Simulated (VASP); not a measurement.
# MgH2: structure and properties in VASP

Aim: relax MgH2, then compute properties on the relaxed cell. The steps: full relaxation (AM05), second relaxation, density, ELF and potential (AM05), band structure (AM05), density of states (AM05), zone-centre phonons (AM05), volume scan with AM05 and fit for AM05. The start is a cell from a database of measured crystal structures.

Method: AM05; plane waves and PAW (Mg, H), in VASP 6.6.1.

## (1) Set-up

Before any relaxation, the start is as follows. Symmetry: P4_2/mnm, No. 136, tetragonal system. The conventional cell has a = 4.517 Å, b = 4.517 Å, c = 3.021 Å, α = 90.00°, β = 90.00°, γ = 90.00°. Nearest to Mg lie 6 H at 1.95 Å. Nearest to H lie 3 Mg at 1.95 Å. Farther neighbours are not listed.

Coordinates:

```cif
data_structure
_symmetry_space_group_name_H-M 'P4_2/mnm'
_symmetry_Int_Tables_number 136
_cell_length_a 4.5168
_cell_length_b 4.5168
_cell_length_c 3.0205
_cell_angle_alpha 90.000
_cell_angle_beta 90.000
_cell_angle_gamma 90.000
_cell_volume 61.62
loop_
_atom_site_label
_atom_site_type_symbol
_atom_site_symmetry_multiplicity
_atom_site_Wyckoff_symbol
_atom_site_fract_x
_atom_site_fract_y
_atom_site_fract_z
_atom_site_occupancy
Mg1 Mg 2 a 0.00000 0.00000 0.00000 1
H1 H 4 f 0.30600 0.30600 0.00000 1
```

## (2) Full relaxation (AM05)

Properties are meant for the cell that this level of theory prefers, so cell and atoms are relaxed first (ISIF = 3) until forces and stress are small; EDIFFG sets the threshold. AM05 is built from the electron gas and the surface model, and does well on lattice constants.

Input file INCAR:

```
SYSTEM = MgH2
PREC = Accurate
ENCUT = 400
EDIFF = 1E-06
NELM = 100
ISMEAR = 0
SIGMA = 0.05
LREAL = .FALSE.
ALGO = Normal
GGA = AM
NBANDS = 10
LORBIT = 11
LWAVE = .FALSE.
LCHARG = .FALSE.
KPAR = 4
IBRION = 2
NSW = 60
ISIF = 3
EDIFFG = -0.01
```

Input file POSCAR:

```
MgH2
1.0
    4.5168000000      0.0000000000      0.0000000000
    0.0000000000      4.5168000000      0.0000000000
    0.0000000000      0.0000000000      3.0205000000
Mg H
2 4
Direct
    0.0000000000      0.0000000000      0.0000000000
    0.5000000000      0.5000000000      0.5000000000
    0.3060000000      0.3060000000      0.0000000000
    0.1940000000      0.8060000000      0.5000000000
    0.6940000000      0.6940000000      0.0000000000
    0.8060000000      0.1940000000      0.5000000000
```

Input file KPOINTS:

```
Automatic mesh
0
Gamma
5 5 7
0 0 0
```

PAW data sets: Mg and H (PBE family, release 64).

The run is started by

```bash
mpirun -np 4 vasp_std
```

Output:

```text
[banner, memory and clock lines left out]
running    4 mpi-ranks, on    1 nodes
 distrk:  each k-point on    1 cores,    4 groups
 distr:  one band on    1 cores,    1 groups

 POSCAR found type information on POSCAR MgH
 POSCAR found :  2 types and       6 ions
|                                                                             |
|               ----> ADVICE to this user running VASP <----                  |
|                                                                             |
|     You enforced a specific xc type in the INCAR file but a different       |
|     [... a line on the potential file left out ...]
|     I HOPE YOU KNOW WHAT YOU ARE DOING!                                     |
|                                                                             |

 LDA part: xc-table for (Slater+PW92), standard interpolation
 POSCAR, INCAR and KPOINTS ok, starting setup
 FFT: planning ... GRIDC
 FFT: planning ... GRID_SOFT
 FFT: planning ... GRID
 WAVECAR not read
 entering main loop
       N       E                     dE             d eps       ncg     rms          rms(c)
DAV:   1    -0.236621823874E+01   -0.23662E+01   -0.26964E+03   480   0.488E+02
DAV:   2    -0.176275685678E+02   -0.15261E+02   -0.14874E+02   568   0.705E+01
DAV:   3    -0.183042531801E+02   -0.67668E+00   -0.67617E+00   634   0.163E+01
DAV:   4    -0.183063974358E+02   -0.21443E-02   -0.21442E-02   584   0.961E-01
DAV:   5    -0.183064153590E+02   -0.17923E-04   -0.17923E-04   572   0.891E-02    0.597E+00
DAV:   6    -0.175084825442E+02    0.79793E+00   -0.55827E-01   514   0.377E+00    0.310E+00
DAV:   7    -0.172354705052E+02    0.27301E+00   -0.74552E-01   532   0.473E+00    0.471E-01
DAV:   8    -0.172430268084E+02   -0.75563E-02   -0.18072E-02   520   0.880E-01    0.646E-02
DAV:   9    -0.172430068881E+02    0.19920E-04   -0.35427E-04   624   0.123E-01    0.201E-02
DAV:  10    -0.172430445538E+02   -0.37666E-04   -0.66866E-05   514   0.556E-02    0.102E-02
DAV:  11    -0.172430426174E+02    0.19364E-05   -0.56674E-06   556   0.111E-02    0.190E-03
DAV:  12    -0.172430426321E+02   -0.14689E-07   -0.24690E-07   300   0.350E-03
   1 F= -.17243043E+02 E0= -.17243043E+02  d E =-.172430E+02
 curvature:   0.00 expect dE= 0.000E+00 dE for cont linesearch  0.000E+00
 trial: gam= 0.00000 g(F)=  0.624E-03 g(S)=  0.336E-02 ort = 0.000E+00 (trialstep = 0.100E+01)
 search vector abs. value=  0.399E-02
 bond charge predicted
       N       E                     dE             d eps       ncg     rms          rms(c)
DAV:   1    -0.172462626114E+02   -0.32200E-02   -0.16930E-02   504   0.975E-01    0.590E-02
DAV:   2    -0.172462129867E+02    0.49625E-04   -0.15705E-04   548   0.843E-02    0.335E-02
DAV:   3    -0.172461866631E+02    0.26324E-04   -0.62399E-05   556   0.373E-02    0.300E-03
DAV:   4    -0.172461866287E+02    0.34478E-07   -0.16866E-06   474   0.822E-03
   2 F= -.17246187E+02 E0= -.17246187E+02  d E =-.314400E-02
[...]
3 F= -.17247695E+02 E0= -.17247695E+02  d E =-.465212E-02
[...]
4 F= -.17247696E+02 E0= -.17247696E+02  d E =-.465356E-02
[...]
5 F= -.17247927E+02 E0= -.17247927E+02  d E =-.230901E-03
 trial-energy change:   -0.000231  1 .order   -0.000230   -0.000302   -0.000158
 step:   2.6395(harm=  2.6395)  dis= 0.00257  next Energy=   -17.248013 (dE=-0.317E-03)
 bond charge predicted
       N       E                     dE             d eps       ncg     rms          rms(c)
DAV:   1    -0.172480328317E+02   -0.10579E-03   -0.71538E-03   544   0.588E-01    0.296E-02
DAV:   2    -0.172480207314E+02    0.12100E-04   -0.59726E-05   512   0.553E-02    0.173E-02
DAV:   3    -0.172480127999E+02    0.79315E-05   -0.16918E-05   568   0.194E-02    0.121E-03
DAV:   4    -0.172480128603E+02   -0.60450E-07   -0.31713E-07   288   0.407E-03
   6 F= -.17248013E+02 E0= -.17248013E+02  d E =-.316667E-03
 curvature:  -1.40 expect dE=-0.916E-06 dE for cont linesearch -0.671E-08
 trial: gam= 0.00568 g(F)=  0.291E-06 g(S)=  0.365E-06 ort =-0.110E-05 (trialstep = 0.154E+01)
 search vector abs. value=  0.651E-06
 reached required accuracy - stopping structural energy minimisation
```

Elapsed: 9 s, on 4 MPI ranks of Intel Xeon Platinum 8559C (Emerald Rapids), shared host; peak memory 0.56 GiB.

The logs omit lines about the potential files and the build; timing stands in the text.

OUTCAR, selected parts (step 2):

```text
ion  position               nearest neighbor table
   1  0.000  0.000  0.000-   4 1.95   6 1.95   4 1.95   6 1.95   5 1.95   3 1.95   2 3.53   2 3.53
                             2 3.53   2 3.53   2 3.53   2 3.53   2 3.53   2 3.53
   2  0.500  0.500  0.500-   3 1.95   5 1.95   3 1.95   5 1.95   4 1.95   6 1.95   1 3.53   1 3.53
                             1 3.53   1 3.53   1 3.53   1 3.53   1 3.53   1 3.53
   3  0.306  0.306  0.000-   2 1.95   2 1.95   1 1.95
   4  0.194  0.806  0.500-   1 1.95   1 1.95   2 1.95
   5  0.694  0.694  0.000-   2 1.95   2 1.95   1 1.95
   6  0.806  0.194  0.500-   1 1.95   1 1.95   2 1.95

  LATTYP: Found a simple tetragonal cell.
 ALAT       =     4.5168000000
 C/A-ratio  =     0.6687256465

 Subroutine GETGRP returns: Found 16 space group operations
 (whereof  8 operations were pure point group operations)

The static configuration has the point symmetry D_2h.
 The point group associated with its full space group is D_4h.

 Found     24 irreducible k-points:

   k-points           NKPTS =     24   k-points in BZ     NKDIM =     24   number of bands    NBANDS=     10

   dimension x,y,z NGX =    30 NGY =   30 NGZ =   20
   dimension x,y,z NGXF=    60 NGYF=   60 NGZF=   40

   ENCUT  =  400.0 eV  29.40 Ry    5.42 a.u.   7.37  7.37  4.93*2*pi/ulx,y,z

   NELECT =       8.0000    total number of electrons

 k-points in reciprocal lattice and weights: Automatic mesh
   0.00000000  0.00000000  0.00000000       0.006
   0.20000000  0.00000000  0.00000000       0.023
   0.40000000  0.00000000  0.00000000       0.023
   0.20000000  0.20000000  0.00000000       0.023
   0.40000000  0.20000000  0.00000000       0.046
   0.40000000  0.40000000  0.00000000       0.023
   0.00000000  0.00000000  0.14285714       0.011
   0.20000000  0.00000000  0.14285714       0.046
   0.40000000  0.00000000  0.14285714       0.046
[...]
0.40000000  0.20000000  0.42857143       0.091
   0.40000000  0.40000000  0.42857143       0.046

 average (electrostatic) potential at core
       1 -39.5378       2 -39.5378       3 -33.5424       4 -33.5424       5 -33.5424
       6 -33.5424

 E-fermi :  -0.1653

 k-point     1 :       0.0000    0.0000    0.0000
  band No.  band energies     occupation
      1      -7.0234      2.00000
      2      -1.8976      2.00000
      3      -1.8976      2.00000
      4      -0.8471      2.00000
      5       4.0742      0.00000
      6       4.5698      0.00000
      7       8.6880      0.00000
      8       8.6880      0.00000
      9      10.4344      0.00000
    ...

 k-point     2 :       0.2000    0.0000    0.0000
  band No.  band energies     occupation
      1      -6.7527      2.00000
      2      -3.0867      2.00000
      3      -1.7151      2.00000
      4      -0.4398      2.00000
      5       4.1880      0.00000
      6       5.3460      0.00000
      7       7.0910      0.00000
      8       9.3445      0.00000
      9      10.9531      0.00000
    ...

 k-point     3 :       0.4000    0.0000    0.0000
  band No.  band energies     occupation
      1      -5.9559      2.00000
      2      -4.6835      2.00000
      3      -1.2215      2.00000
      4      -0.6330      2.00000
      5       4.3519      0.00000
      6       5.3820      0.00000
      7       8.0011      0.00000
      8      10.5988      0.00000
      9      11.1728      0.00000
    ...

  Total       -0.0033172     -0.0033172      0.0048363      0.0000000      0.0000000      0.0000000
  in kB       -0.0880005     -0.0880005      0.1283013      0.0000000      0.0000000      0.0000000
  external PRESSURE =      -0.0158999 kB  Pullay stress =       0.0000000 kB

  energy-cutoff  :      400.00
  volume of cell :       60.39
      direct lattice vectors                 reciprocal lattice vectors
     4.481611377  0.000000000  0.000000000     0.223134028  0.000000000  0.000000000
    -0.000000000  4.481611377  0.000000000    -0.000000000  0.223134028  0.000000000
     0.000000000  0.000000000  3.006963391     0.000000000  0.000000000  0.332561415

 POSITION                                       TOTAL-FORCE (eV/Angst)
 -----------------------------------------------------------------------------------
      0.00000      0.00000      0.00000         0.000000      0.000000     -0.000000
      2.24081      2.24081      1.50348         0.000000      0.000000     -0.000000
      1.36437      1.36437      0.00000         0.000868      0.000868      0.000000
      0.87643      3.60518      1.50348        -0.000868      0.000868      0.000000
      3.11724      3.11724      0.00000        -0.000868     -0.000868     -0.000000
      3.60518      0.87643      1.50348         0.000868     -0.000868     -0.000000
 -----------------------------------------------------------------------------------
    total drift:                               -0.000000      0.000000      0.000000

  FREE ENERGIE OF THE ION-ELECTRON SYSTEM (eV)
  ---------------------------------------------------
  free  energy   TOTEN  =       -17.2480128603 eV

  energy  without entropy=      -17.2480128603  energy(sigma->0) =      -17.24801286

 reached required accuracy - stopping structural energy minimisation

 total charge
# of ion       s       p       d       tot
------------------------------------------
    1        0.153   0.154   0.041   0.348
    2        0.153   0.154   0.041   0.348
    3        0.561   0.002   0.000   0.564
    4        0.561   0.002   0.000   0.564
    5        0.561   0.002   0.000   0.564
    6        0.561   0.002   0.000   0.564
--------------------------------------------------
tot          2.552   0.317   0.081   2.950

[... 3 further parts left out ...]
```

CONTCAR:

```
MgH2
   1.00000000000000
     4.4816113773573525    0.0000000000000000    0.0000000000000000
    -0.0000000000000000    4.4816113773573525    0.0000000000000000
     0.0000000000000000    0.0000000000000000    3.0069633912582101
  Mg              H
     2     4
Direct
     0.0000000000000000    0.0000000000000000    0.0000000000000000
     0.5000000000000000    0.5000000000000000    0.5000000000000000
     0.3044375503256198    0.3044375503256198    0.0000000000000000
     0.1955624496743801    0.8044375503256199    0.5000000000000000
     0.6955624496743801    0.6955624496743801    0.0000000000000000
     0.8044375503256199    0.1955624496743801    0.5000000000000000
```

The gap is read on the k-mesh alone, so it is an upper bound where the band edges lie off the mesh, and a coarse mesh can show a gap where there is none. The PAW data sets were made with PBE, which is usual practice but a small mismatch for other functionals. The run keeps the 16 symmetry operations of its start, so it cannot find a distortion of lower symmetry.

Relaxation path:

```tsv
step	energy less that of the first step (eV)	largest force (eV/Å)	pressure (GPa)	volume (Å³)
1	0.0000	0.0569	-0.97	61.62
2	-0.0031	0.0437	-0.52	61.07
3	-0.0047	0.0248	0.10	60.33
4	-0.0047	0.0252	0.09	60.35
5	-0.0049	0.0127	0.04	60.37
6	-0.0050	0.0012	0.00	60.39
```

```tsv
conventional cell, symmetrised	before	after	change
a (Å)	4.517	4.482	-0.8 %
b (Å)	4.517	4.482	-0.8 %
c (Å)	3.021	3.007	-0.4 %
volume (Å³/atom)	10.27	10.07	-2.0 %
```

Final coordinates:

```cif
data_structure
_symmetry_space_group_name_H-M 'P 1'
_symmetry_Int_Tables_number 1
_cell_length_a 4.4816
_cell_length_b 4.4816
_cell_length_c 3.0070
_cell_angle_alpha 90.000
_cell_angle_beta 90.000
_cell_angle_gamma 90.000
_cell_volume 60.39
loop_
_atom_site_label
_atom_site_type_symbol
_atom_site_fract_x
_atom_site_fract_y
_atom_site_fract_z
_atom_site_occupancy
Mg1 Mg 0.00000 0.00000 0.00000 1
Mg2 Mg 0.50000 0.50000 0.50000 1
H3 H 0.30444 0.30444 0.00000 1
H4 H 0.19556 0.80444 0.50000 1
H5 H 0.69556 0.69556 0.00000 1
H6 H 0.80444 0.19556 0.50000 1
```

A gap read on the k-mesh alone can miss the band edges.

This step gave:

```
electrons                              : 8
bands                                  : 10
irreducible k-points                   : 24
symmetry operations                    : 16
free energy (TOTEN)                    : -17.25 eV
Fermi energy                           : -0.1653 eV
pressure                               : -0.001590 GPa
metallic, judged on the points sampled : no
valence top at k                       : 0.2, 0, 0
conduction bottom at k                 : 0.4, 0.4, 0.4286
least direct gap at k                  : 0.2, 0, 0
SCF cycles over all ionic steps        : 30
gap on the k-mesh                      : 3.741 eV
least direct gap on the k-mesh         : 4.628 eV
```

It ends with a largest force of 0.001 eV/Å and a pressure of 0.00 GPa. The volume lies -2.0 % from that of the database's start, part of which can be the thermal and zero-point expansion of its experiment.

[end of part 1 of 6]

[Lines on the potential files, build, host, timing and source positions are cut from VASP's logs without a mark.]

[Logs are printed without paths, hosts, clocks, repeated set-up lines and the standing remarks that a program may print on its own settings, such as how far it seeks lower states.]

[Hosts, paths, dates, database ids (printed as entryN), source tags and the programs' standing remarks are cut or masked in the printed files.]

[A measured line is paired with the nearest computed mode of its activity, which favours agreement.]

[In band tables of VASP the shares of atoms and orbitals are scaled to a sum of 1 inside the atoms' spheres.]
